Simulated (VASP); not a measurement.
Input of a VASP 6.6.1 run:

Contents of INCAR:

```
SYSTEM = BAs
PREC     = Accurate       ! precision mode
ENCUT    = 520            ! plane-wave cutoff, eV
EDIFF    = 1E-7           ! SCF threshold, eV
ISMEAR   = 0              ! smearing method
SIGMA    = 0.02           ! smearing width, eV
LREAL    = .False.        ! projectors in reciprocal space
LASPH    = .True.         ! aspherical terms in the spheres
NELM     = 60             ! most SCF steps
ALGO     = Normal         ! electronic algorithm
ISIF     = 2              ! what is computed and relaxed
LWAVE    = .False.        ! write WAVECAR
LCHARG   = .False.        ! write CHGCAR
GGA      = PE             ! functional
NBANDS   = 11             ! bands
```

Contents of KPOINTS:

```
Automatic mesh
0
Gamma
  4 4 4
  0 0 0
```

File POSCAR:

```
BAs                                     
1.0
    0.0000000000      2.3623455745      2.3623455745
    2.3623455745      0.0000000000      2.3623455745
    2.3623455745      2.3623455745      0.0000000000
  B               As            
     1     1
Direct
     0.0000000000000000    0.0000000000000000    0.0000000000000000
     0.2500000000000000    0.2500000000000000    0.2500000000000000
```

Potentials or basis: VASP PAW PBE potentials, release 64 (B, As).

Run with:

```sh
$ cat potpaw_PBE.64/B/POTCAR potpaw_PBE.64/As/POTCAR > POTCAR
$ mpirun -np 1 vasp_std > vasp.out
```

(1) What does it give for the pressure?

(2) What does it give for the band gap on the k mesh?

Results:

(1) 9.3 GPa.

(2) 1.36 eV, indirect (least direct gap 3.30 eV).

Caveat: the k mesh is coarse (spacing up to 0.58 Å⁻¹), so the values aren't converged.
